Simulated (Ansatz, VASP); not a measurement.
# Cross-check of ZrCuSi between VASP and Ansatz

Wanted: the spread between two codes on one cell, functional and k mesh. The cell is taken from a series of runs on this material, whose earlier steps may have relaxed, scaled, displaced or heated it; both programs get it as it stands.

Program: Ansatz 0.2.0. Level of theory: plane waves, with VASP 6.6.1 beside it; r2SCAN. Results are calculated unless marked as measured.

## 1. Set-up

Symmetry: Pnma, No. 62, orthorhombic system. The conventional cell has a = 6.512 Å, b = 3.924 Å, c = 7.245 Å, α = 90.00°, β = 90.00°, γ = 90.00°. Nearest to Zr lie 6 Si at 2.78 to 3.27 Å and 6 Cu at 2.82 to 2.98 Å. Nearest to Cu lie 4 Si at 2.36 to 2.56 Å and 6 Zr at 2.82 to 2.98 Å. Nearest to Si lie 4 Cu at 2.36 to 2.56 Å and 6 Zr at 2.78 to 3.27 Å. Farther neighbours are not listed.

As a file:

```cif
data_structure
_symmetry_space_group_name_H-M 'P 1'
_symmetry_Int_Tables_number 1
_cell_length_a 6.5122
_cell_length_b 3.9239
_cell_length_c 7.2455
_cell_angle_alpha 90.000
_cell_angle_beta 90.000
_cell_angle_gamma 90.000
_cell_volume 185.14
loop_
_atom_site_label
_atom_site_type_symbol
_atom_site_fract_x
_atom_site_fract_y
_atom_site_fract_z
_atom_site_occupancy
Zr1 Zr 0.99216 0.75000 0.19528 1
Zr2 Zr 0.00784 0.25000 0.80472 1
Zr3 Zr 0.49216 0.75000 0.30472 1
Zr4 Zr 0.50784 0.25000 0.69528 1
Cu5 Cu 0.67318 0.25000 0.07748 1
Cu6 Cu 0.32682 0.75000 0.92252 1
Cu7 Cu 0.17318 0.25000 0.42252 1
Cu8 Cu 0.82682 0.75000 0.57748 1
Si9 Si 0.21890 0.75000 0.59870 1
Si10 Si 0.78110 0.25000 0.40130 1
Si11 Si 0.71890 0.75000 0.90130 1
Si12 Si 0.28110 0.25000 0.09870 1
```

## 2. VASP: single point, r2SCAN

A single point takes one fixed geometry, so differences don't come from the geometry; what else differs is listed under the comparison.

Lines of VASP's logs that name or quote its potential files are left out, and so is its time.

Input file INCAR:

```
SYSTEM = ZrCuSi
PREC = Accurate
ENCUT = 660
EDIFF = 1E-06
NELM = 120
ISMEAR = -1
SIGMA = 0.05
LREAL = .FALSE.
ALGO = Normal
METAGGA = R2SCAN
LASPH = .TRUE.
NBANDS = 66
LORBIT = 11
LWAVE = .FALSE.
LCHARG = .FALSE.
ISIF = 2
GGA_COMPAT = .FALSE.
LMIXTAU = .TRUE.
KPAR = 2
```

Input file POSCAR:

```
ZrCuSi
1.0
    6.5121681500      0.0000000000      0.0000000000
    0.0000000000      3.9239118100      0.0000000000
    0.0000000000      0.0000000000      7.2454722100
Zr Cu Si
4 4 4
Direct
    0.9921591900      0.7500000000      0.1952775200
    0.0078408100      0.2500000000      0.8047224800
    0.4921591900      0.7500000000      0.3047224800
    0.5078408100      0.2500000000      0.6952775200
    0.6731845000      0.2500000000      0.0774808100
    0.3268155000      0.7500000000      0.9225191900
    0.1731845000      0.2500000000      0.4225191900
    0.8268155000      0.7500000000      0.5774808100
    0.2189014500      0.7500000000      0.5986978000
    0.7810985500      0.2500000000      0.4013022000
    0.7189014500      0.7500000000      0.9013022000
    0.2810985500      0.2500000000      0.0986978000
```

Input file KPOINTS:

```
Automatic mesh
0
Gamma
6 10 6
0 0 0
```

PAW data sets: Zr_sv, Cu and Si (PBE family, release 64).

Command:

```
$ mpirun -np 2 vasp_std
```

Numbers of over 12 decimals in the logs are rounded to 6 here.

What it wrote:

```text
[banner, memory and clock lines left out]
running    2 mpi-ranks, on    1 nodes
 distrk:  each k-point on    1 cores,    2 groups
 distr:  one band on    1 cores,    1 groups

 POSCAR found type information on POSCAR ZrCuSi
 POSCAR found :  3 types and      12 ions
|                                                                             |
|               ----> ADVICE to this user running VASP <----                  |
|                                                                             |
|     You enforced a specific xc type in the INCAR file but a different       |
|     [... a line on the potential file left out ...]
|     I HOPE YOU KNOW WHAT YOU ARE DOING!                                     |
|                                                                             |

 LDA part: xc-table for (None), standard interpolation
 POSCAR, INCAR and KPOINTS ok, starting setup
 FFT: planning ... GRIDC
 FFT: planning ... GRID_SOFT
 FFT: planning ... GRID
 WAVECAR not read
 entering main loop
       N       E                     dE             d eps       ncg     rms          rms(c)
DAV:   1     0.142941439755E+04    0.14294E+04   -0.56112E+04 12680   0.250E+03
DAV:   2     0.614380124717E+02   -0.13680E+04   -0.13197E+04 13744   0.624E+02
DAV:   3    -0.185413992396E+03   -0.24685E+03   -0.22965E+03 15750   0.264E+02
DAV:   4    -0.217259250779E+03   -0.31845E+02   -0.31047E+02 23144   0.935E+01
DAV:   5    -0.220808912372E+03   -0.35497E+01   -0.35291E+01 25000   0.255E+01    0.449E+01
DAV:   6    -0.203801454740E+03    0.17007E+02   -0.26696E+02 17916   0.264E+02    0.253E+01
DAV:   7    -0.179346058220E+03    0.24455E+02   -0.79765E+01 18960   0.118E+02    0.995E+00
DAV:   8    -0.178407020659E+03    0.93904E+00   -0.20532E+01 19288   0.494E+01    0.868E+00
DAV:   9    -0.177850714831E+03    0.55631E+00   -0.11583E+01 21708   0.564E+01    0.417E+00
DAV:  10    -0.177481886496E+03    0.36883E+00   -0.20077E+00 18798   0.159E+01    0.163E+00
DAV:  11    -0.177910924098E+03   -0.42904E+00   -0.50924E-01 18656   0.730E+00    0.439E-01
DAV:  12    -0.177851753350E+03    0.59171E-01   -0.13797E-01 19568   0.204E+00    0.655E-01
DAV:  13    -0.177912892700E+03   -0.61139E-01   -0.49076E-02 18632   0.205E+00    0.396E-01
DAV:  14    -0.177922063703E+03   -0.91710E-02   -0.90256E-03 19416   0.798E-01    0.238E-01
DAV:  15    -0.177921921131E+03    0.14257E-03   -0.15506E-03 20728   0.227E-01    0.119E-01
DAV:  16    -0.177922961379E+03   -0.10402E-02   -0.73433E-04 14592   0.165E-01    0.581E-02
DAV:  17    -0.177923026191E+03   -0.64812E-04   -0.14082E-04 21320   0.117E-01    0.362E-02
DAV:  18    -0.177923059301E+03   -0.33109E-04   -0.62661E-05 18872   0.857E-02    0.186E-02
DAV:  19    -0.177923063872E+03   -0.45718E-05   -0.57503E-05 17710   0.887E-02    0.605E-03
DAV:  20    -0.177923068156E+03   -0.42832E-05   -0.11317E-05 17408   0.238E-02    0.556E-03
DAV:  21    -0.177923068981E+03   -0.82512E-06   -0.73247E-07  8234   0.100E-02
   1 F= -.17792307E+03 E0= -.17790331E+03  d E =-.395222E-01
```

From OUTCAR (step 2):

```text
ion  position               nearest neighbor table
   1  0.992  0.750  0.195-  11 2.78  12 2.81  12 2.81   7 2.82   7 2.82  10 2.82  10 2.82   6 2.94
                             8 2.97   5 2.98   5 2.98   9 3.27   3 3.35   3 3.35   2 3.44   2 3.44
   2  0.008  0.250  0.805-  12 2.78  11 2.81  11 2.81   8 2.82   8 2.82   9 2.82   9 2.82   5 2.94
                             7 2.97   6 2.98   6 2.98  10 3.27   4 3.35   4 3.35   1 3.44   1 3.44
   3  0.492  0.750  0.305-   9 2.78  10 2.81  10 2.81   5 2.82   5 2.82  12 2.82  12 2.82   8 2.94
                             6 2.97   7 2.98   7 2.98  11 3.27   1 3.35   1 3.35   4 3.44   4 3.44
   4  0.508  0.250  0.695-  10 2.78   9 2.81   9 2.81   6 2.82   6 2.82  11 2.82  11 2.82   7 2.94
                             5 2.97   8 2.98   8 2.98  12 3.27   2 3.35   2 3.35   3 3.44   3 3.44
   5  0.673  0.250  0.077-  11 2.36  11 2.36  10 2.45  12 2.56   3 2.82   3 2.82   2 2.94   4 2.97
                             1 2.98   1 2.98
   6  0.327  0.750  0.923-  12 2.36  12 2.36   9 2.45  11 2.56   4 2.82   4 2.82   1 2.94   3 2.97
                             2 2.98   2 2.98
   7  0.173  0.250  0.423-   9 2.36   9 2.36  12 2.45  10 2.56   1 2.82   1 2.82   4 2.94   2 2.97
                             3 2.98   3 2.98
   8  0.827  0.750  0.577-  10 2.36  10 2.36  11 2.45   9 2.56   2 2.82   2 2.82   3 2.94   1 2.97
                             4 2.98   4 2.98
   9  0.219  0.750  0.599-   7 2.36   7 2.36   6 2.45   8 2.56   3 2.78   4 2.81   4 2.81   2 2.82
                             2 2.82   1 3.27
  10  0.781  0.250  0.401-   8 2.36   8 2.36   5 2.45   7 2.56   4 2.78   3 2.81   3 2.81   1 2.82
                             1 2.82   2 3.27
  11  0.719  0.750  0.901-   5 2.36   5 2.36   8 2.45   6 2.56   1 2.78   2 2.81   2 2.81   4 2.82
                             4 2.82   3 3.27
  12  0.281  0.250  0.099-   6 2.36   6 2.36   7 2.45   5 2.56   2 2.78   1 2.81   1 2.81   3 2.82
                             3 2.82   4 3.27

  LATTYP: Found a simple orthorhombic cell.
 ALAT       =     3.9239118100
 B/A-ratio  =     1.6596112414
 C/A-ratio  =     1.8464921132

 Subroutine GETGRP returns: Found  8 space group operations
 (whereof  2 operations were pure point group operations)

The static configuration has the point symmetry S_2 .
 The point group associated with its full space group is D_2h.

 Found     96 irreducible k-points:

   k-points           NKPTS =     96   k-points in BZ     NKDIM =     96   number of bands    NBANDS=     66

   dimension x,y,z NGX =    56 NGY =   36 NGZ =   64
   dimension x,y,z NGXF=   112 NGYF=   72 NGZF=  128

   ENCUT  =  660.0 eV  48.51 Ry    6.96 a.u.  13.64  8.22 15.18*2*pi/ulx,y,z

   NELECT =     108.0000    total number of electrons

 k-points in reciprocal lattice and weights: Automatic mesh
   0.00000000  0.00000000  0.00000000       0.003
   0.16666667  0.00000000  0.00000000       0.006
   0.33333333  0.00000000  0.00000000       0.006
   0.50000000  0.00000000  0.00000000       0.003
   0.00000000  0.10000000  0.00000000       0.006
   0.16666667  0.10000000  0.00000000       0.011
   0.33333333  0.10000000  0.00000000       0.011
   0.50000000  0.10000000  0.00000000       0.006
   0.00000000  0.20000000  0.00000000       0.006
[...]
0.33333333  0.50000000  0.50000000       0.006
   0.50000000  0.50000000  0.50000000       0.003

 average (electrostatic) potential at core
       1 -79.2610       2 -79.2610       3 -79.2610       4 -79.2610       5 -67.9054
       6 -67.9054       7 -67.9054       8 -67.9054       9 -82.2900      10 -82.2900
      11 -82.2900      12 -82.2900

 E-fermi :   9.6197

 k-point     1 :       0.0000    0.0000    0.0000
  band No.  band energies     occupation
    ...
     48       8.2707      2.00000
     49       8.2787      2.00000
     50       8.7722      2.00000
     51       8.9029      2.00000
     52       9.2560      1.99862
     53       9.6860      0.41993
     54      10.1099      0.00011
     55      10.3848      0.00000
     56      10.4837      0.00000
     57      10.5239      0.00000
    ...

 k-point     2 :       0.1667    0.0000    0.0000
  band No.  band energies     occupation
    ...
     48       8.1465      2.00000
     49       8.2824      2.00000
     50       8.7950      2.00000
     51       8.9013      2.00000
     52       9.1952      1.99959
     53       9.8000      0.05289
     54       9.9539      0.00250
     55      10.1506      0.00005
     56      10.2295      0.00001
     57      10.5723      0.00000
    ...

 k-point     3 :       0.3333    0.0000    0.0000
  band No.  band energies     occupation
    ...
     49       8.5920      2.00000
     50       8.7827      2.00000
     51       8.9632      2.00000
     52       9.0395      1.99998
     53       9.6266      0.93193
     54       9.7976      0.05546
     55       9.8730      0.01254
     56      10.1286      0.00008
     57      10.1741      0.00003
     58      11.1177      0.00000
    ...

  Total        0.0434862      0.2543109      0.2872561      0.0000000      0.0000000      0.0000000
  in kB        0.3763142      2.2007165      2.4858121      0.0000000      0.0000000      0.0000000
  external PRESSURE =       1.6876143 kB  Pullay stress =       0.0000000 kB

  energy-cutoff  :      660.00
  volume of cell :      185.14
      direct lattice vectors                 reciprocal lattice vectors
     6.512168150  0.000000000  0.000000000     0.153558688  0.000000000  0.000000000
     0.000000000  3.923911810  0.000000000     0.000000000  0.254847726  0.000000000
     0.000000000  0.000000000  7.245472210     0.000000000  0.000000000  0.138017229

 POSITION                                       TOTAL-FORCE (eV/Angst)
 -----------------------------------------------------------------------------------
      6.46111      2.94293      1.41488        -0.006186      0.000000      0.025934
      0.05106      0.98098      5.83059         0.006186      0.000000     -0.025934
      3.20502      2.94293      2.20786        -0.006186     -0.000000     -0.025934
      3.30714      0.98098      5.03761         0.006186     -0.000000      0.025934
      4.38389      0.98098      0.56139        -0.036403     -0.000000      0.003864
      2.12828      2.94293      6.68409         0.036403      0.000000     -0.003864
      1.12781      0.98098      3.06135        -0.036403     -0.000000     -0.003864
      5.38436      2.94293      4.18412         0.036403      0.000000      0.003864
      1.42552      2.94293      4.33785         0.008035      0.000000      0.006723
      5.08665      0.98098      2.90762        -0.008035      0.000000     -0.006723
      4.68161      2.94293      6.53036         0.008035      0.000000     -0.006723
      1.83056      0.98098      0.71511        -0.008035      0.000000      0.006723
 -----------------------------------------------------------------------------------
    total drift:                                0.000000      0.000000     -0.000000

  FREE ENERGIE OF THE ION-ELECTRON SYSTEM (eV)
  ---------------------------------------------------
  free  energy   TOTEN  =      -177.9230689807 eV

  energy  without entropy=     -177.8835468157  energy(sigma->0) =     -177.90330790

 total charge
# of ion       s       p       d       tot
------------------------------------------
    1        2.152   5.996   1.599   9.747
    2        2.152   5.996   1.599   9.747
    3        2.152   5.996   1.599   9.747
    4        2.152   5.996   1.599   9.747
    5        0.498   0.557   9.133  10.188
    6        0.498   0.557   9.133  10.188
    7        0.498   0.557   9.133  10.188
    8        0.498   0.557   9.133  10.188
    9        0.733   0.965   0.000   1.698
   10        0.733   0.965   0.000   1.698
   11        0.733   0.965   0.000   1.698
   12        0.733   0.965   0.000   1.698
--------------------------------------------------
tot         13.532  30.069  42.928  86.529

[... 3 further parts left out ...]
```

The run ends at a pressure of 0.17 GPa, with forces up to 0.037 eV/Å.

(Continued in part 2 of 2.)

[Lines on the potential files, build, host, timing and source positions are cut from VASP's logs without a mark.]

[Logs are printed without paths, hosts, clocks, repeated set-up lines and the standing remarks that a program may print on its own settings, such as how far it seeks lower states.]

[Hosts, paths, dates, database ids (printed as entryN), source tags and the programs' standing remarks are cut or masked in the printed files.]
